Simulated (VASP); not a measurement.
```
BaTe
1.0
    0.00000     3.54294     3.54294
    3.54294     0.00000     3.54294
    3.54294     3.54294     0.00000
Ba Te
1 1
Direct
  0.00000   0.00000   0.00000
  0.50000   0.50000   0.50000
```

The numbers are results of r2SCAN meta-GGA, VASP's PBE PAW potentials (set 64) (plane waves; VASP), not measurements. Run with 400 eV cut-off, 12×12×12 Γ-centred mesh, Gaussian smearing of 0.010 eV, potentials Ba_sv Te.

Unless said otherwise, spin-orbit coupling is left out, though it shifts the bands of the heavy elements here.

**Question.** Predict the energy per atom (σ→0), band gap (on the k-mesh) with the smallest direct gap where there is one.

**Answer.** 
```json
{
 "band gap (on the k-mesh)": "1.95 eV",
 "smallest direct gap (on the k-mesh)": "2.34 eV",
 "energy per atom (σ→0)": "-28.014 eV/atom"
}
```

The compound is BaTe in the rock salt structure. It was relaxed first.
